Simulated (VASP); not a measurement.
```xyz
24
Lattice="4.9072 -3.8488 0.0000 4.9072 3.8488 0.0000 0.0000 0.0000 7.7500" Properties=species:S:1:pos:R:3 pbc="T T T"
Fe     4.8992    -2.2442     2.4709
Fe     4.9477     2.3855     5.3221
Fe     4.8876    -1.4240     6.3753
Fe     4.7290     1.5005     1.4759
Fe     6.9617     0.0119     0.0438
Fe     2.8680     0.0446    -0.0567
Fe     7.5968    -0.0153     4.0596
Fe     2.1588     0.0840     3.9160
Si     6.0122     0.2689     5.5895
Si     3.7218    -0.4546     2.0047
Si     8.4730    -0.2448     1.6999
Si     1.2079     0.4101     6.0366
Si     6.1811    -0.3865     2.1007
Si     3.6740     0.2983     5.6861
Si     8.5986     0.2378     6.0870
Si     1.3662    -0.4300     1.7806
Si     6.2653    -1.7459     4.2089
Si     3.6173     1.7590     3.4911
Si     3.5467    -2.1582     0.3679
Si     6.1590     2.0958     7.2709
Si     6.3475     1.7687     3.4609
Si     3.7517    -1.8108     4.2792
Si     3.5642     2.1501     7.3129
Si     6.2364    -2.1009     0.2665
```

The numbers are results of PBEsol GGA, VASP's PBE PAW potentials (set 64) (plane waves; VASP), not measurements. Settings: LREAL = Auto, 300 eV cut-off, 4×4×3 Γ-centred mesh, Gaussian smearing of 0.020 eV, potentials Fe Si.

At this cut-off the stress carries a Pulay error, which pulls relaxed volumes low.

Q: Predict the energy per atom (σ→0), pressure, largest force.

A: 
```json
{
 "energy per atom (σ→0)": "-7.244 eV/atom",
 "pressure": "3.58 GPa",
 "largest_force": "3.502 eV/Å"
}
```

Total energies compare only between runs with the same potentials, cut-off and functional.

The structure comes from a computed database's FeSi2 entry, a phase known from measurement. The cell was not relaxed at this level. The run is not spin-polarised, so no magnetic state was tried.
